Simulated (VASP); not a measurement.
Given:

```yaml
crystal:
  lattice:
    - [4.47973, 0.00000, 0.00000]
    - [0.00000, 4.47973, 0.00000]
    - [0.00000, 0.00000, 2.99123]
  atoms:
    - { symbol: Mg, position: [0.00000, 0.00000, 0.00000] }
    - { symbol: Mg, position: [0.50000, 0.50000, 0.50000] }
    - { symbol: H, position: [0.30443, 0.30443, 0.00000] }
    - { symbol: H, position: [0.80443, 0.19557, 0.50000] }
    - { symbol: H, position: [0.19557, 0.80443, 0.50000] }
    - { symbol: H, position: [0.69557, 0.69557, 0.00000] }
```

The numbers are results of r2SCAN meta-GGA, VASP's PBE PAW potentials (set 64) (plane waves; VASP), not measurements. Numerical set-up: 520 eV cut-off, 6×6×8 Γ-centred mesh, tetrahedra with Blöchl corrections, potentials Mg H.

The cores are frozen, which limits the accuracy of field gradients.

Task: Give the principal components of the electric field gradient (V/Å²) and the asymmetry η at each nucleus.

Result: 
```tsv
atom	Vxx	Vyy	Vzz	η
Mg1	5.7	0.3	-6.0	0.89
Mg2	5.7	0.3	-6.0	0.89
H3	4.4	1.1	-5.5	0.60
H4	4.4	1.1	-5.5	0.60
H5	4.4	1.1	-5.5	0.60
H6	4.4	1.1	-5.5	0.60
```

The compound is MgH2 in the rutile structure. It was relaxed first.
